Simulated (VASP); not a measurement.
An input for Quantum ESPRESSO's pw.x (written as the equivalent of a VASP run, and not itself run):

```
&CONTROL
  calculation = 'scf'
  pseudo_dir = './pseudo'
  outdir = './out'
  tprnfor = .true.
  tstress = .true.
/
&SYSTEM
  ibrav = 0
  nat = 3
  ntyp = 2
  ecutwfc = 74
  occupations = 'tetrahedra'
  input_dft = 'vdw-df-obk8'
/
&ELECTRONS
  conv_thr = 7.3e-09
  electron_maxstep = 100
/
ATOMIC_SPECIES
  Si 28.085 Si.upf
  W 183.840 W.upf
CELL_PARAMETERS angstrom
    -1.6217311    1.6217311    3.9457426
     1.6217311   -1.6217311    3.9457426
     1.6217311    1.6217311   -3.9457426
ATOMIC_POSITIONS crystal
  Si   0.6649486  0.6649486  1.0000000
  Si   0.3350514  0.3350514  1.0000000
  W    0.0000000  0.0000000  0.0000000
K_POINTS automatic
  15 15 15 0 0 0
```

**Question.** Write the VASP files for the same calculation (optB88-vdW).

**Answer.** This is not unique; one that fits is 
**INCAR**
```
GGA  =  BO
PARAM2  =  0.22
NEDOS  =  601   # DOS grid
PARAM1  =  0.1833333333
LCHARG  =  .True.
LREAL  =  .False.
ALGO  =  Normal
PREC  =  Accurate
LORBIT  =  11
ENCUT  =  520
LUSE_VDW  =  .True.
ISIF  =  2   # forces and stress, cell fixed
LASPH  =  .True.   # aspherical one-centre terms
SYSTEM  =  WSi2
EDIFF  =  1E-7   # SCF stop (eV)
LEFG  =  .True.
LWAVE  =  .False.
ISMEAR  =  -5   # tetrahedra, Bloechl
AGGAC  =  0.0
NELM  =  100   # most electronic steps
LMAXMIX  =  6
```

File POSCAR:
```
WSi2
1
   -1.6217310612     1.6217310612     3.9457426159
    1.6217310612    -1.6217310612     3.9457426159
    1.6217310612     1.6217310612    -3.9457426159
Si W
2 1
Direct
  0.6649485907   0.6649485907   1.0000000000
  0.3350514093   0.3350514093   1.0000000000
  0.0000000000   0.0000000000   0.0000000000
```

### KPOINTS
```
Automatic mesh
0
Gamma
15 15 15
0 0 0
```

POTCAR, in this order: Si W_sv (PBE.64 set). Program: vasp_std.

Limits of the translation: the potentials are each code's own (VASP's PAW set, PseudoDojo norm-conserving files in pw.x), so ENCUT and ecutwfc are chosen apart and not converted; conv_thr bounds pw.x's estimated SCF error, while EDIFF bounds the energy change between steps; the field gradients of LEFG aren't asked of the other code.

The compound is WSi2 in the MoSi2 type structure. It was relaxed first.
